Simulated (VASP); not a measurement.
```xyz
1
Lattice="0.0000 1.9600 1.9600 1.9600 0.0000 1.9600 1.9600 1.9600 0.0000" Properties=species:S:1:pos:R:3 pbc="T T T"
Pt     0.0000     0.0000     0.0000
```

The base run (VASP): PBE GGA, plane waves, VASP's PBE PAW potentials (set 64). Settings: 400 eV cut-off, 14×14×14 Γ-centred mesh, first-order Methfessel-Paxton smearing of 0.10 eV, potentials Pt.

One setting is varied; ΔE counts from the base run. The base run took about 4 core-seconds. The timings are rough (shared machines, no repeats); factors under 2 mean little.

Pressures at a finite cut-off, here 400 eV, hold a Pulay part, which wasn't tested here.

| setting | cost over the base run | electronic steps | ΔE (meV/atom) | pressure (GPa) |
|---|---|---|---|---|
| KPOINTS 4×4×4 Monkhorst-Pack mesh | about 1/3 | 11 | 28.6 | 9.64 |
| KPOINTS 13×13×13 Monkhorst-Pack mesh | within a factor of 2 | 11 | 17.5 | 9.75 |
| base run | reference | 11 | 0.0 | 9.71 |
| KPOINTS 10×10×10 Monkhorst-Pack mesh | within a factor of 2 | 11 | 8.0 | 9.91 |
| KPOINTS 14×14×14 Monkhorst-Pack mesh | about 2 times | 11 | 8.7 | 9.87 |

Left out are runs that failed, have no time on record or changed the cell.

The compound is Pt in the fcc structure. The cell was not relaxed at this level.
